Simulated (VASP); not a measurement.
Here is a VASP 6.6.1 calculation.

Contents of INCAR:

```
PREC = Accurate ; ENCUT = 600
EDIFF = 1E-7 ; ISMEAR = 0
SIGMA = 0.05 ; LREAL = F
LASPH = T ; NELM = 60
ALGO = Normal ; ISIF = 3
LWAVE = F ; LCHARG = F
GGA = PE ; IBRION = 2
NSW = 60 ; EDIFFG = -0.005
```

Contents of KPOINTS:

```
Automatic mesh
0
Gamma
  5 5 5
```

Contents of POSCAR:

```
YTlS3
1.0
    5.3151700000      0.0000000000      0.0000000000
    0.0000000000      5.3151700000      0.0000000000
    0.0000000000      0.0000000000      5.3151700000
Y Tl S
1 1 3
Direct
    0.0000000000      0.0000000000      0.0000000000
    0.5000000000      0.5000000000      0.5000000000
    0.5000000000      0.0000000000      0.0000000000
    0.0000000000      0.5000000000      0.0000000000
    0.0000000000      0.0000000000      0.5000000000
```

Potentials or basis: VASP PAW PBE potentials, release 64 (Y_sv, Tl_d, S).

Run with:

```sh
$ cat potpaw_PBE.64/Y_sv/POTCAR potpaw_PBE.64/Tl_d/POTCAR potpaw_PBE.64/S/POTCAR > POTCAR
$ mpirun -np 1 vasp_std > vasp.out
```

Problem. What does it give for the relaxed cell?

Solution. a = 5.304 Å, b = 5.304 Å, c = 5.304 Å, α = 90.00°, β = 90.00°, γ = 90.00°.

Problem. Predict the space group after relaxing (to 0.05 Å).

Solution. Pm-3m (No. 221).

Problem. Estimate the relaxed volume.

Solution. 29.85 Å³/atom.

Problem. What does it give for the band gap on the k mesh?

Solution. None (metal or under the smearing width).

Final structure:
```
Y Tl S
1.0
     5.30439    0.00000    0.00000
     0.00000    5.30439    0.00000
     0.00000    0.00000    5.30439
Y Tl S
1 1 3
Direct
  0.00000 0.00000 0.00000
  0.50000 0.50000 0.50000
  0.50000 0.00000 0.00000
  0.00000 0.50000 0.00000
  0.00000 0.00000 0.50000
```

Spin-orbit coupling is left out, which matters for the levels of Tl.
